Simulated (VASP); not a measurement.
Method: PBEsol GGA, VASP's PBE PAW potentials (set 64) (plane waves; VASP).

A VASP calculation is set up with these files.

### INCAR
```
SYSTEM = Ge2Rh
PREC = Accurate
ENCUT = 400
EDIFF = 1E-6
NELM = 100
ALGO = Normal
LREAL = .FALSE.
LASPH = .TRUE.
ISMEAR = 1
SIGMA = 0.1
GGA = PS
LMAXMIX = 4
LWAVE = .FALSE.
LCHARG = .FALSE.
IBRION = 2
ISIF = 3
NSW = 60
EDIFFG = -0.02
```

**KPOINTS**
```
Automatic mesh
0
Gamma
12 12 12
0 0 0
```

### POSCAR
```
Ge2Rh
1.0
 -1.6796731345   1.6796731345   4.0372853955
  1.6796731345  -1.6796731345   4.0372853955
  1.6796731345   1.6796731345  -4.0372853955
Rh Ge
1 2
Cartesian
  0.0000000000   0.0000000000   0.0000000000
 -0.0000000000   0.0000000000   2.7314716984
  0.0000000000  -0.0000000000   5.3430990926
```

POTCAR, in this order: Rh_pv Ge_d (PBE.64 set). Program: vasp_std.

### Question
Estimate the energy per atom (σ→0), volume per atom, band gap (on the k-mesh).

### Answer

```yaml
energy per atom (σ→0): -6.174 eV/atom
band gap (on the k-mesh): none (metal, semimetal or under 0.01 eV)
volume_per_atom: 15.16 Å³/atom
```

OSZICAR:
```
...
       N       E                     dE             d eps       ncg     rms          rms(c)
DAV:   1    -0.185234300649E+02   -0.20317E-02   -0.46605E-02  9603   0.223E+00    0.290E-01
DAV:   2    -0.185221541109E+02    0.12760E-02   -0.11009E-02  8585   0.962E-01    0.163E-01
DAV:   3    -0.185216663685E+02    0.48774E-03   -0.28442E-03  8880   0.426E-01    0.904E-02
DAV:   4    -0.185214744425E+02    0.19193E-03   -0.56243E-04 11890   0.267E-01    0.191E-02
DAV:   5    -0.185214707416E+02    0.37009E-05   -0.66317E-05 10055   0.969E-02    0.866E-03
DAV:   6    -0.185214699140E+02    0.82761E-06   -0.91161E-06  8452   0.246E-02
   4 F= -.18521470E+02 E0= -.18521509E+02  d E =-.722613E-04
```

The structure was generated: Ge2Rh was put into the MoSi2 type (I4/mmm), which need not be its known phase. This run relaxes it. Symmetry was kept, so distortions that lower it aren't found. The start is the result of an earlier pass. The electron count is odd and the run is not spin-polarised, which forces a metal.
